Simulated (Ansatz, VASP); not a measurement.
# HfB in two plane-wave programs, part 2 of 2

Aim: how closely do two programs agree when they are given the same cell, functional and k mesh? The cell is taken from a series of runs on this material, whose earlier steps may have relaxed, scaled, displaced or heated it; both programs get it as it stands.

VASP 6.6.1 and Ansatz 0.2.0.

So far: The starting structure; VASP: zone-centre phonons, PBE.

## (3) Ansatz: zone-centre phonons, PBE

Level of this step: Ansatz beside VASP: Kohn-Sham DFT, plane waves, PBE (Ansatz).

Ansatz runs on its default PAW (the set named soft_2) files.

The same cell, functional, mesh and smearing now go to Ansatz, which takes its cutoff from its data sets.

input.yaml

```yaml
crystal:
  lattice:
    - [0.0, 2.4167974171, 2.4167974171]
    - [2.4167974171, 0.0, 2.4167974171]
    - [2.4167974171, 2.4167974171, 0.0]
  atoms:
    - { symbol: Hf, position: [0.5, 0.5, 0.5] }
    - { symbol: B, position: [0.0, 0.0, 0.0] }
kpoints:
  mp_grid: { grid: [16, 16, 16] }
hamiltonian:
  xc: pbe
scf:
  occupations: { method: methfessel_paxton, width: 0.15 }
output:
  eigenvalues: true
phonons:
  method: dfpt
  qmesh: [2, 2, 2]
  temperatures: { t_max: 1000, t_step: 50 }
  qpath:
    path:
      - [[0.0, 0.0, 0.0], [0.5, 0.0, 0.5], [0.625, 0.25, 0.625]]
      - [[0.375, 0.375, 0.75], [0.0, 0.0, 0.0], [0.5, 0.5, 0.5], [0.5, 0.25, 0.75], [0.5, 0.0, 0.5]]
    npoints: 10
```

Run with:

```
> ansatz run input.yaml --threads 4 --pin off --max-ram 7168MiB --backend cpu --events-out ev --progress --plain --runs-dir out
```

Numbers of over 12 decimals in the logs are rounded to 6 here.

Output:

```text
Engine: ansatz 0.2.0, x86_64-unknown-linux-gnu
Pseudopotentials: kind: paw
Pseudopotential: Hf, paw, valence charge 26, recommended cutoff 420 eV (normal), Hf.paw.azcp
Pseudopotential: B, paw, valence charge 3, recommended cutoff 420 eV (normal), B.paw.azcp
Functional definition: PBE
  parameter kappa = 0.804
  parameter beta = 0.066725
  exchange = pbe_x(kappa = kappa, mu = beta*pi^2/3)
  correlation = pbe_c(beta = beta)
Crystal: 2 atoms, lattice volume = 28.233 Å³
Basis set: ecut = 420 eV, 537 PW (Γ), exchange–correlation on 48×48×48 points (8 copies of the dense FFT grid, shifted against one another)
Bands: 19, of which v1, the nominal top of the filled ones, is band 15 counted from 1 (14 counted from 0)
Symmetry: 48 space group operations
k-points: 145 of 4096
Non-local potential: Hf, projectors of the file, l = 0: 3, l = 1: 2, l = 2: 2, l = 3: 3
Non-local potential: B, projectors of the file, l = 0: 2, l = 1: 2, l = 2: 1
PAW form: soft (Blöchl's): semilocal exchange-correlation on the pseudo side does not see the compensation charge
PAW one-centre angular grid: Hf, 590 points (default); XC on 64 Gauss nodes
PAW one-centre angular grid: B, 110 points (default); XC on 64 Gauss nodes
Initial density: superposition of atomic densities (neutral atoms: chi_scale 0, normalization atom), corrected by the library's trained network
Initial wavefunctions: pseudopotential atomic-orbital guess
Functional: x = pbe(κ = 0.804, μ = 0.219515), c = pbe(β = 0.066725)
SCF iter   1: F=—  HF=-15878.110619 eV  |F-HF|=—  |Δ(HF+E_count)|=         —  Δρ=2.12e-3  dr2=1.21e-3  ethr=1.77e-3  ⟨swp⟩=4.0  Hψ=10708  notcnv=0
preconditioner: auto → Kerker (q_TF=auto, 2.741 Å⁻¹)  [metal: Δε(μ)=0.009 eV  Ē_g=17.757 eV  σ=0.150 eV  W_gap=0.05  n_scr=14 (ndim 8)  ℏωp=36.3 eV  f_vac=0.000  D(μ)=0.88/eV (n_scr^D=8)]
SCF iter   2: F=—  HF=-15878.110651 eV  |F-HF|=—  |Δ(HF+E_count)|=   3.17e-5  S|Δr|=    0.00e0  Δρ=1.37e-3  dr2=5.32e-4  ethr=4.16e-6  ⟨swp⟩=2.0  Hψ=4426  notcnv=0
SCF iter   3: F=—  HF=-15878.110605 eV  |F-HF|=—  |Δ(HF+E_count)|=   4.56e-5  S|Δr|=    0.00e0  Δρ=2.64e-4  dr2=2.28e-5  ethr=1.83e-6  ⟨swp⟩=2.9  Hψ=4741  notcnv=0
SCF iter   4: F=—  HF=-15878.110600 eV  |F-HF|=—  |Δ(HF+E_count)|=   5.10e-6  S|Δr|=    0.00e0  Δρ=2.27e-4  dr2=9.87e-6  ethr=7.88e-8  ⟨swp⟩=2.0  Hψ=4796  notcnv=0
SCF iter   5: F=—  HF=-15878.110595 eV  |F-HF|=—  |Δ(HF+E_count)|=   5.71e-6  S|Δr|=    0.00e0  Δρ=5.50e-5  dr2=6.22e-7  ethr=3.40e-8  ⟨swp⟩=2.0  Hψ=3750  notcnv=0
SCF iter   6: F=—  HF=-15878.110595 eV  |F-HF|=—  |Δ(HF+E_count)|=   4.05e-8  S|Δr|=    0.00e0  Δρ=9.30e-6  dr2=1.27e-8  ethr=2.15e-9  ⟨swp⟩=2.0  Hψ=4794  notcnv=0
SCF iter   7: F=—  HF=-15878.110595 eV  |F-HF|=—  |Δ(HF+E_count)|=   1.30e-8  S|Δr|=    0.00e0  Δρ=3.73e-6  dr2=1.98e-9  ethr=4.39e-11  ⟨swp⟩=2.0  Hψ=4556  notcnv=0
SCF iter   8: F=—  HF=-15878.110595 eV  |F-HF|=—  |Δ(HF+E_count)|=  1.82e-10  S|Δr|=    0.00e0  Δρ=4.08e-7  dr2=2.10e-11  ethr=6.82e-12  ⟨swp⟩=2.9  Hψ=4681  notcnv=0
SCF iter   9: F=-15878.110595 eV  HF=-15878.110595 eV  |F-HF|=0.00e0  |Δ(HF+E_count)|=  1.09e-11  S|Δr|=    0.00e0  Δρ=4.23e-8  dr2=2.61e-13  ethr=1.00e-12  ⟨swp⟩=5.6  Hψ=11317  notcnv=0
SCF 1 converged in 9 iterations: F = -15878.110595 eV  dr2 = 2.61e-13
  greatest PAW one-centre occupation: 0.998 electrons in one spin orbital (limit 2), on the Hf atom at site 0 (counted from 0), in its partial waves of l = 0
phonons: the bands overlap, so this run is a metal and interpolates without the dipole-dipole term. If the crystal is really an insulator or semiconductor, its LO-TO splitting is missing
NSCF: frozen V_eff on 145 k-points
NSCF: frozen V_eff on 349 k-points
DFPT response loops at q = (0, 0, 0) (fractional): preconditioner auto → Kerker (q_TF=auto, 2.741 Å⁻¹) (partly filled bands, converged f_vac=0.000); β = 1.00, the filter's whole step (`scf.mixing.beta` (0.50) is not read by the response loops under this deck's `scf.mixing.preconditioner`; to damp them name `kerker` or `kerker_dos`, under which they read `scf.mixing.beta`, and type it under 1.00, their step now; both keys bind the ground state too); Broyden in place of MSR1
NSCF: frozen V_eff on 2196 k-points
DFPT response loops at q = (0, 0, -0.5) (fractional): mixed as the last ones told, above
NSCF: frozen V_eff on 1242 k-points
DFPT response loops at q = (0, -0.5, -0.5) (fractional): mixed as the last ones told, above
SCF converged after 9 iterations
Stability not checked: this state was not tested for a lower state beside it, because cold or Methfessel-Paxton smearing, or corrected tetrahedra, fill the levels in a way that the test cannot read (fill_not_monotonic; see scf.lower_state_search)
Free energy (F): -15878.110595 eV
Harris-Foulkes:  -15878.110595 eV  (|F-HF|=0.00e0)
Internal energy: -15878.111948 eV  (E = F + TS)
E sigma→0 (E₀):  -15878.110933 eV
Entropy (-TS):   0.001353 eV (0.677 meV/atom)
Fermi energy:    16.989184 eV
--- Per-component energies (eV) ---
  E_band       = 30.601021
  E_kinetic    = 469.255968
  E_local      = -5370.018104  (includes V_loc(G=0)·N_el)
  E_nonlocal   = -1231.231853
  E_hartree    = 2523.284122
  E_xc         = -331.740506
  E_vxc        = -303.829217  (∫ρ·V_xc dr)
  E_paw        = -7006.354398  (= ΣΔE_a)
  E_vpaw       = 1419.855974  (= ΣTr[D̂ρ^β])
  E_aug_tail   = -0.000003  (compensation charges beyond the density's cutoff)
  E_ewald      = -4931.307174
  E_smearing   = 0.001353  (= −TS)
  E_closure    = 0.000000  (closes the sum)
  Σ components = -15878.110595   (vs F -15878.110595, Δ=0.00e0)
--- Band table (eV; the first three rows and the last of 145) ---
  k-point 0: bands = [... 11 lower, 7.8638, 19.0211, 19.0211, 19.0211, 20.6042, 20.6042, 20.6042, 20.6838]
  k-point 1: bands = [... 11 lower, 7.9598, 18.6478, 18.9517, 18.9517, 19.7956, 19.7956, 20.7926, 21.7539]
  k-point 2: bands = [... 11 lower, 8.2418, 17.8586, 18.4020, 18.4020, 19.6895, 19.6895, 21.0839, 22.9774]
  k-point 144: bands = [... 11 lower, 11.4809, 15.6179, 15.6179, 15.7633, 21.8551, 21.8551, 23.6725, 23.7572]
--- Phonons (Γ-DFPT): 2 representative perturbations + reference (Σ response iterations 6) ---
  ASR residual: 2.512e-5 → 0.000e0 eV/Å²; symmetrization residual: 3.525e-7 eV/Å²
  ASR residual per site (eV/Å²): 6.59e-6 2.51e-5
  Γ frequencies (cm⁻¹): 0.00 0.00 0.00 450.99 450.99 450.99
--- Phonons (arbitrary-q DFPT): 3 irreducible q on the 2×2×2 mesh ---
  q = [0.0000, 0.0000, 0.0000] (star 1, of the zone-centre solve; hermiticity 9.25e-8, symmetrization 2.86e-12): -0.00 -0.00 0.00 450.99 450.99 450.99
  q = [0.0000, 0.0000, -0.5000] (star 4, 2 solved perturbations on 1098 of 4096 k-point pairs; hermiticity 4.46e-8, symmetrization 2.23e-8): 141.37 141.72 141.72 448.54 448.54 492.89
  q = [0.0000, -0.5000, -0.5000] (star 3, 4 solved perturbations in 1940 linear systems a pass and spin channel, the states on 621 of 4096 k-point pairs; hermiticity 1.82e-8, symmetrization 4.66e-9): 119.86 119.86 156.82 474.26 474.26 560.16
  sum rule: each row above includes the acoustic sum rule's correction from the zone centre's row sums; it moved no ω² by more than (0.79 cm⁻¹)²
  mesh force constants: q→R imaginary residual 2.66e-17; ASR residual 2.512e-5 → 0.000e0 eV/Å²; symmetrization residual 5.329e-15 eV/Å²
  interpolated dispersion: 62 rows × 6 modes
  density of states and harmonic sums: on the 22×22×22 q-mesh, interpolated from the force constants of a 2×2×2 supercell (no non-analytic term)
  largest difference from the sums on the solved wave vectors: F 7.68e-2 eV, S 1.09e-4 and C_V 3.23e-5 eV/K
  zero-point energy: 0.112400 eV/cell   skipped modes (ω ≤ 0): 3   left out of the sums: 4.70e-5 of the cell's modes: C_V's classical limit lies that fraction below 3 k_B per atom; for a crystal, a wire or a layer, F and S can be off by more, and a phonons.interpolated_qmesh denser along its periods is the remedy for the sampling
```

## (4) Side by side

Known differences besides the potentials themselves: VASP's run holds the zone centre alone; the data sets hold 29 valence electrons in Ansatz (on its default PAW (the set named soft_2) files) and 13 in VASP; the cutoff is 420 eV in Ansatz and 500 eV in VASP. Total energies have different zeros and are not compared.

The two programs side by side:

| quantity | Ansatz | VASP | difference |
| --- | --- | --- | --- |
| optical mode 1 to 3 (cm⁻¹) | 451.0 | 450.2 | +0.18 % |

Modes are paired by rising frequency, not by their patterns, so a pair may set unlike modes beside each other; they are those without the splitting of longitudinal modes.

## (5) What came out

- r.m.s. difference of the optical zone-centre modes, each program's sorted by frequency (zone-centre phonons, PBE): 0.83 cm⁻¹

In words: The r.m.s. difference of the optical zone-centre modes, each program's sorted by frequency is 0.83 cm⁻¹ (zone-centre phonons, PBE). The data sets hold unlike numbers of valence electrons (29 in Ansatz and 13 in VASP), so part of the differences comes from the potentials. Such differences can come from data sets, numerical settings and the points named under the comparisons, not from the functional's error against experiment.

[Lines on the potential files, build, host, timing and source positions are cut from VASP's logs without a mark.]

[Logs are printed without paths, hosts, clocks, repeated set-up lines and the standing remarks that a program may print on its own settings, such as how far it seeks lower states.]

[Hosts, paths, dates, database ids (printed as entryN), source tags and the programs' standing remarks are cut or masked in the printed files.]
